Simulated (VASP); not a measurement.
Given:

```
CELL_PARAMETERS angstrom
      0.00000     3.14422     3.14422
      3.14422     0.00000     3.14422
      3.14422     3.14422     0.00000
ATOMIC_POSITIONS crystal
  Ba 0.00000 0.00000 0.00000
  F  0.25000 0.25000 0.25000
  F  0.75000 0.75000 0.75000
```

The numbers are results of PBE GGA, VASP's PBE PAW potentials (set 64) (plane waves; VASP), not measurements. Numerical set-up: 520 eV cut-off, 6×6×6 Γ-centred mesh, Gaussian smearing of 0.050 eV, potentials Ba_sv F.

Estimate the energy per atom (σ→0).

| Quantity | Value |
|---|---|
| energy per atom (σ→0) | -5.710 eV/atom |

The absolute energy has meaning only against runs of the same code, potentials and settings.

The compound is BaF2 in the fluorite structure. It was relaxed first.
